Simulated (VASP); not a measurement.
Here is the system:

```xyz
6
Lattice="4.1774 0.0000 0.0000 0.0000 4.1774 0.0000 0.0000 0.0000 2.6699" Properties=species:S:1:pos:R:3 pbc="T T T"
Si     0.0000     0.0000     0.0000
Si     2.0887     2.0887     1.3350
O      1.2780     1.2780     2.6699
O      3.3667     0.8107     1.3350
O      0.8107     3.3667     1.3350
O      2.8994     2.8994     0.0000
```

Computed with SCAN meta-GGA, VASP's PBE PAW potentials (set 64) (plane waves; VASP 6.6.1). Settings: 520 eV cut-off, 6×6×9 Γ-centred mesh, tetrahedra with Blöchl corrections, potentials Si O.

Q: Give the energies of bands 6 to 19 at the high-symmetry points, in eV from the valence-band maximum.

A: 
```tsv
band	Γ	X	M	Z	R	A
6	-6.53	-9.48	-8.04	-9.65	-9.52	-10.92
7	-6.53	-4.63	-6.00	-7.00	-8.27	-8.29
8	-6.34	-4.63	-6.00	-7.00	-8.27	-8.29
9	-5.51	-4.58	-4.12	-6.41	-6.64	-4.61
10	-5.19	-4.58	-4.12	-6.41	-6.64	-4.61
11	-3.20	-3.95	-3.33	-4.70	-4.03	-4.56
12	-3.20	-3.95	-3.33	-4.70	-4.03	-4.56
13	-2.54	-2.74	-2.71	-3.13	-2.32	-1.78
14	-0.89	-2.74	-2.71	-3.13	-2.32	-1.78
15	-0.89	-1.08	-2.32	-2.72	-1.81	-1.61
16	0.00	-1.08	-2.32	-2.72	-1.81	-1.61
17	6.48	8.67	8.37	10.13	9.79	8.12
18	7.58	8.67	8.37	10.13	9.79	8.12
19	9.41	10.00	11.01	13.72	10.87	11.99
```

The gap is direct, 6.48 eV, from the valence maximum at Γ to the conduction minimum at Γ.

The compound is SiO2 in the rutile structure, stishovite, a high-pressure form. It was relaxed first.
